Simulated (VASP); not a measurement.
```
CELL_PARAMETERS angstrom
      2.74114     0.00000     0.00000
      0.00000     2.74114     0.00000
      0.00000     0.00000     2.74114
ATOMIC_POSITIONS crystal
  Al 0.50000 0.50000 0.50000
  Ni 0.00000 0.00000 0.00000
```

Calculation: PBEsol GGA, VASP's PBE PAW potentials (set 64) (plane waves; VASP). Numerical set-up: 500 eV cut-off, 13×13×13 Γ-centred mesh, first-order Methfessel-Paxton smearing of 0.10 eV, potentials Al Ni.

Energy and stress use the plane-wave basis of the starting cell.

Q: The ions, cell shape and volume at an external pressure of 45.0 GPa are relaxed. Which structure does the run end with?

A: 
```
CELL_PARAMETERS angstrom
      2.69833     0.00000     0.00000
      0.00000     2.69833     0.00000
      0.00000     0.00000     2.69833
ATOMIC_POSITIONS crystal
  Al 0.50000 0.50000 0.50000
  Ni 0.00000 0.00000 0.00000
```
Space group Pm-3m (221), at a tolerance of 0.03 Å.

Q: How do energy and volume change from the first to the last step?

A: The energy (σ→0) changes by +110.0 meV/atom and the volume by -4.6 %, in 4 ionic steps.

The compound is NiAl in the CsCl type structure. This run relaxes it under an external pressure of 45 GPa. Symmetry was kept, so distortions that lower it aren't found. The run is not spin-polarised, so no magnetic state was tried. The electron count is odd and the run is not spin-polarised, which forces a metal.
